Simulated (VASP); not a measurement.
# Al: how cutoff and mesh change the relaxed cell, part 2 of 2

Aim: test the relaxed volume of Al against cutoff and mesh. The starting structure is a measured crystal structure from the Crystallography Open Database.

VASP 6.6.1.

Results so far: reference 16.25 Å³ an atom; a cutoff of 240 eV 16.25 Å³ an atom; a 6×6×6 mesh 16.31 Å³ an atom.

## 5. Relaxation with a cutoff of 410 eV (continued)

Level of this step: PBEsol; plane waves and PAW (Al) (VASP).

Parts of OUTCAR (step 5):

```text
  Total        0.0004254      0.0004254      0.0004254     -0.0000000      0.0000000      0.0000000
  in kB        0.0419514      0.0419514      0.0419514     -0.0000000      0.0000000      0.0000000
  external PRESSURE =       0.0419514 kB  Pullay stress =       0.0000000 kB

 POSITION                                       TOTAL-FORCE (eV/Angst)
 -----------------------------------------------------------------------------------
      0.00000      0.00000      0.00000         0.000000      0.000000     -0.000000
 -----------------------------------------------------------------------------------
    total drift:                                0.000000      0.000000     -0.000000

  FREE ENERGIE OF THE ION-ELECTRON SYSTEM (eV)
  ---------------------------------------------------
  free  energy   TOTEN  =        -4.0989597759 eV

  energy  without entropy=       -4.0997586231  energy(sigma->0) =       -4.09922606

[... 2 parts as in an earlier step ...]

[... 2 further parts left out ...]
[key lines of the parts left out:]
E-fermi :   7.9662
```

With a cutoff of 410 eV the cell ends at 16.246 Å³ an atom, -0.02 % from the reference; the bulk modulus is 84.8 GPa against 84.8 GPa.

## 6. Relaxation with a 16×16×16 mesh

Against step 2 the input has a 16×16×16 mesh.

Contents of INCAR:

```
SYSTEM = Al
PREC = Accurate
ENCUT = 450
EDIFF = 1E-06
NELM = 100
ISMEAR = 1
SIGMA = 0.1
LREAL = .FALSE.
ALGO = Normal
GGA = PS
LORBIT = 11
LWAVE = .FALSE.
LCHARG = .FALSE.
KPAR = 2
IBRION = 2
NSW = 50
ISIF = 3
EDIFFG = -0.01
```

Contents of POSCAR:

```
Al
1.0
    0.0000000000      2.0249250000      2.0249250000
    2.0249250000      0.0000000000      2.0249250000
    2.0249250000      2.0249250000      0.0000000000
Al
1
Direct
    0.0000000000      0.0000000000      0.0000000000
```

Contents of KPOINTS:

```
Automatic mesh
0
Gamma
16 16 16
0 0 0
```

Potentials, in the order of the species: Al (PBE family, release 64).

On the command line:

```sh
mpirun -np 2 vasp_std
```

Output:

```text
[... set-up lines as in an earlier step ...]
 entering main loop
       N       E                     dE             d eps       ncg     rms          rms(c)
DAV:   1    -0.190839386412E+01   -0.19084E+01   -0.80395E+02  1605   0.284E+02
DAV:   2    -0.410170633574E+01   -0.21933E+01   -0.20813E+01  1930   0.302E+01
DAV:   3    -0.412345753184E+01   -0.21751E-01   -0.21753E-01  1990   0.334E+00
DAV:   4    -0.412352826324E+01   -0.70731E-04   -0.70731E-04  1910   0.174E-01
DAV:   5    -0.412352868221E+01   -0.41897E-06   -0.41961E-06  1960   0.114E-02    0.138E+00
DAV:   6    -0.410656946741E+01    0.16959E-01   -0.22749E-03  1730   0.316E-01    0.786E-01
DAV:   7    -0.409511411156E+01    0.11455E-01   -0.62305E-03  1735   0.503E-01    0.166E-01
DAV:   8    -0.409510030059E+01    0.13811E-04   -0.31701E-05  1875   0.583E-02    0.935E-03
DAV:   9    -0.409509952760E+01    0.77299E-06   -0.52359E-07  1775   0.508E-03
   1 F= -.40950995E+01 E0= -.40952120E+01  d E =-.409510E+01
[...]
N       E                     dE             d eps       ncg     rms          rms(c)
DAV:   1    -0.409808374998E+01   -0.29834E-02   -0.47128E-02  1810   0.138E+00    0.189E-01
DAV:   2    -0.409786002490E+01    0.22373E-03   -0.30455E-04  1575   0.147E-01    0.659E-02
DAV:   3    -0.409771574518E+01    0.14428E-03   -0.53184E-05  1825   0.432E-02    0.238E-02
DAV:   4    -0.409770417861E+01    0.11567E-04   -0.65027E-06  1820   0.150E-02    0.147E-02
DAV:   5    -0.409770420727E+01   -0.28658E-07   -0.51385E-08   880   0.237E-03
   2 F= -.40977042E+01 E0= -.40978177E+01  d E =-.260468E-02
 trial-energy change:   -0.002605  1 .order   -0.002534   -0.006393    0.001325
 step:   0.8358(harm=  0.8283)  dis= 0.00000  next Energy=    -4.097813 (dE=-0.271E-02)
[...]
N       E                     dE             d eps       ncg     rms          rms(c)
DAV:   1    -0.409782483062E+01   -0.12065E-03   -0.12405E-03  1820   0.224E-01    0.302E-02
DAV:   2    -0.409781831792E+01    0.65127E-05   -0.80825E-06  1550   0.240E-02    0.107E-02
DAV:   3    -0.409781386420E+01    0.44537E-05   -0.14107E-06  1560   0.703E-03    0.367E-03
DAV:   4    -0.409781335416E+01    0.51003E-06   -0.16600E-07   800   0.253E-03
   3 F= -.40978134E+01 E0= -.40979258E+01  d E =-.271383E-02
[...]
reached required accuracy - stopping structural energy minimisation
```

The job ended after 3.4 s (2 MPI ranks of Intel Xeon 6975P-C (Granite Rapids), shared host; peak memory 0.23 GiB).

Parts of OUTCAR (step 6):

```text
  Total        0.0003795      0.0003795      0.0003795     -0.0000000     -0.0000000      0.0000000
  in kB        0.0375656      0.0375656      0.0375656     -0.0000000     -0.0000000      0.0000000
  external PRESSURE =       0.0375656 kB  Pullay stress =       0.0000000 kB

 POSITION                                       TOTAL-FORCE (eV/Angst)
 -----------------------------------------------------------------------------------
      0.00000      0.00000      0.00000         0.000000      0.000000      0.000000
 -----------------------------------------------------------------------------------
    total drift:                                0.000000      0.000000     -0.000000

  FREE ENERGIE OF THE ION-ELECTRON SYSTEM (eV)
  ---------------------------------------------------
  free  energy   TOTEN  =        -4.0978133542 eV

  energy  without entropy=       -4.0981507801  energy(sigma->0) =       -4.09792583

[... 1 part as in an earlier step ...]

[... 3 further parts left out ...]
[key lines of the parts left out:]
E-fermi :   8.1839
```

With a 16×16×16 mesh the cell ends at 16.187 Å³ an atom, -0.38 % from the reference; the bulk modulus is 84.2 GPa against 84.8 GPa.

## 7. Comparison

```tsv
run	volume (Å³/atom)	change (%)	bulk modulus (GPa)	pressure left (GPa)	core minutes
reference	16.248	-	84.8	0.0	0.0733
a cutoff of 240 eV	16.254	0.03	84.8	0.0	0.04
a 6×6×6 mesh	16.312	0.39	81.2	0.0	0.0467
a cutoff of 410 eV	16.246	-0.02	84.8	0.0	0.0733
a 16×16×16 mesh	16.187	-0.38	84.2	0.0	0.113
```

Core minutes are wall time times ranks, summed over the relaxations behind a row (those for a bulk modulus apart), on shared hosts.

## 8. Summary of results

```
volume of the reference                          : 16.25 Å³/atom
volume against the reference, a cutoff of 240 eV : +0.03 %
volume against the reference, a 6×6×6 mesh       : +0.39 %
volume against the reference, a cutoff of 410 eV : -0.02 %
volume against the reference, a 16×16×16 mesh    : -0.38 %
```

In words: The volume moves most with a 6×6×6 mesh: +0.39 % against the reference (450 eV, 12×12×12 mesh). On finer settings it changes by -0.38 % with a 16×16×16 mesh. The bulk modulus is more sensitive: it changes by -4.2 % with a 6×6×6 mesh. Further runs on this material are not shown.

[Lines on the potential files, build, host, timing and source positions are cut from VASP's logs without a mark.]

[Logs are printed without paths, hosts, clocks, repeated set-up lines and the standing remarks that a program may print on its own settings, such as how far it seeks lower states.]

[Hosts, paths, dates, database ids (printed as entryN), source tags and the programs' standing remarks are cut or masked in the printed files.]
